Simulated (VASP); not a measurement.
A VASP calculation is set up with these files.

**INCAR**
```
# general
SYSTEM  = W
PREC    = Accurate
ENCUT   = 400
LREAL   = .FALSE.
LASPH   = .TRUE.

# electronic loop
EDIFF   = 1E-6
NELM    = 100
ALGO    = Normal
LMAXMIX = 6
LMIXTAU = .TRUE.

# smearing
ISMEAR  = 1
SIGMA   = 0.1

# functional
METAGGA = R2SCAN

# ions
IBRION  = 2
NSW     = 60
ISIF    = 3
EDIFFG  = -0.01

# output
LWAVE   = .FALSE.
LCHARG  = .FALSE.
```

POSCAR:
```
W
1
   -0.0000000000     2.0109726133     2.0109726133
    2.0109726133     0.0000000000     2.0109726133
    2.0109726133     2.0109726133    -0.0000000000
W
1
Direct
  0.0000000000   0.0000000000   0.0000000000
```

**KPOINTS**
```
Automatic
0
gamma
14 14 14
0 0 0
```

POTCAR, in this order: W_sv (PBE.64 set). Program: vasp_std.

Translate this r2SCAN calculation to Ansatz.

One equivalent input (not run):
Ansatz 0.2 input:
```yaml
crystal:
  lattice:
    - [0.0000000, 2.0109726, 2.0109726]
    - [2.0109726, 0.0000000, 2.0109726]
    - [2.0109726, 2.0109726, 0.0000000]
  atoms:
    - { symbol: W, position: [0.0000000, 0.0000000, 0.0000000] }
kpoints:
  mp_grid: { grid: [14, 14, 14] }
hamiltonian:
  xc: r2scan
  pseudopotentials: { kind: paw }
scf:
  occupations: { method: methfessel_paxton, width: 0.1 }
  max_iter: 100
relax:
  max_steps: 60
  f_tol: 0.01
  cell: {}
output: { forces: true, stress: true, eigenvalues: true }
```
Limits of the translation: each code has its own PAW files, so the cut-off isn't converted (ENCUT is set for VASP's; basis.ecutwfc is left out, and Ansatz then takes the one that its files recommend); Ansatz stops its SCF on the density residual and VASP on the energy change (EDIFF).

The structure was generated: W was put into the fcc type (Fm-3m), which need not be its known phase. It was relaxed first. The start is the result of an earlier pass.
